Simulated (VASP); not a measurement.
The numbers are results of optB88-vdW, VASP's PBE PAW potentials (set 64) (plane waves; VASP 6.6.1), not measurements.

The input files of a VASP run:

**KPOINTS**
```
k-points along high-symmetry lines
15
Line-mode
Reciprocal
  0.000000   0.000000   0.000000 ! GAMMA
  0.000000   0.500000   0.000000 ! X

  0.000000   0.500000   0.000000 ! X
  0.500000   0.500000   0.000000 ! M

  0.500000   0.500000   0.000000 ! M
  0.000000   0.000000   0.000000 ! GAMMA

  0.000000   0.000000   0.000000 ! GAMMA
  0.500000   0.500000   0.500000 ! R

  0.500000   0.500000   0.500000 ! R
  0.000000   0.500000   0.000000 ! X

  0.500000   0.500000   0.500000 ! R
  0.500000   0.500000   0.000000 ! M
```

### INCAR
```
AGGAC  =  0.0
ALGO  =  Normal
EDIFF  =  1E-7
ENCUT  =  520
GGA  =  BO
ICHARG  =  11
ISMEAR  =  0
LASPH  =  .True.
LCHARG  =  .False.
LMAXMIX  =  6
LORBIT  =  11
LREAL  =  .False.
LUSE_VDW  =  .True.
LWAVE  =  .False.
NELM  =  100
PARAM1  =  0.1833333333
PARAM2  =  0.22
PREC  =  Accurate
SIGMA  =  0.05
SYSTEM  =  KTaO3
```

### POSCAR
```
KTaO3
1.0
  4.0163171037   0.0000000000   0.0000000000
  0.0000000000   4.0163171037   0.0000000000
  0.0000000000   0.0000000000   4.0163171037
K Ta O
1 1 3
Cart
  0.0000000000   0.0000000000   0.0000000000
  2.0081585518   2.0081585518   2.0081585518
  2.0081585518   0.0000000000   2.0081585518
  0.0000000000   2.0081585518   2.0081585518
  2.0081585518   2.0081585518   0.0000000000
```

POTCAR, in this order: K_sv Ta_pv O (PBE.64 set). Program: vasp_std. Read from the step before: CHGCAR.

The resulting files:

OSZICAR:
```
       N       E                     dE             d eps       ncg     rms          rms(c)
DAV:   1     0.332776188528E+03    0.33278E+03   -0.21733E+04  4140   0.169E+03
DAV:   2    -0.115399554831E+02   -0.34432E+03   -0.33897E+03  4936   0.446E+02
DAV:   3    -0.302642279951E+02   -0.18724E+02   -0.18577E+02  5240   0.968E+01
DAV:   4    -0.308095013001E+02   -0.54527E+00   -0.54501E+00  7119   0.147E+01
DAV:   5    -0.308137513224E+02   -0.42500E-02   -0.42495E-02  5354   0.117E+00
DAV:   6    -0.308139148819E+02   -0.16356E-03   -0.16356E-03  6355   0.140E-01
DAV:   7    -0.308139163155E+02   -0.14336E-05   -0.14338E-05  5459   0.173E-02
DAV:   8    -0.308139163454E+02   -0.29827E-07   -0.29792E-07  5247   0.214E-03
   1 F= -.30813916E+02 E0= -.30813916E+02  d E =-.102331E-23
```

### OUTCAR
```
 val. band max:        1.4394772487   @ k =   0.5000   0.5000   0.5000

 cond. band min:       3.5863771418   @ k =   0.0000   0.0000   0.0000



 k-point     1 :       0.0000    0.0000    0.0000
  band No.  band energies     occupation
      1     -32.8396      2.00000
      2     -32.8396      2.00000
      3     -32.8396      2.00000
      4     -25.8465      2.00000
      5     -15.9278      2.00000
      6     -15.2237      2.00000
      7     -15.2237      2.00000
      8      -9.4432      2.00000
      9      -9.4432      2.00000
     10      -9.4432      2.00000
     11      -0.9710      2.00000
     12      -0.9710      2.00000
     13      -0.9710      2.00000
     14       0.4176      2.00000
     15       0.4176      2.00000
     16       0.4176      2.00000
     17       0.8151      2.00000
     18       0.8151      2.00000
     19       0.8151      2.00000
     20       3.5864      0.00000
     21       3.5864      0.00000
     22       3.5864      0.00000
     23       7.9810      0.00000

 k-point     2 :       0.0000    0.0357    0.0000
  band No.  band energies     occupation
      1     -32.8406      2.00000
      2     -32.8396      2.00000
      3     -32.8396      2.00000
      4     -25.8462      2.00000
      5     -15.9237      2.00000
      6     -15.2235      2.00000
      7     -15.2180      2.00000
      8      -9.4427      2.00000
      9      -9.4427      2.00000
     10      -9.4415      2.00000
     11      -1.0002      2.00000
     12      -0.9722      2.00000
     13      -0.9722      2.00000
     14       0.3983      2.00000
     15       0.3983      2.00000
     16       0.4117      2.00000
     17       0.7721      2.00000
     18       0.8046      2.00000
     19       0.8046      2.00000
     20       3.5881      0.00000
     21       3.6289      0.00000
     22       3.6289      0.00000
     23       7.9843      0.00000

 k-point     3 :       0.0000    0.0714    0.0000
  band No.  band energies     occupation
...
```

The density is held fixed in this step, so its total energy and stress have no physical meaning. Unless said otherwise, spin-orbit coupling is left out, though it shifts the bands of the heavy elements here.

The compound is KTaO3 in the cubic perovskite structure. It was relaxed first.
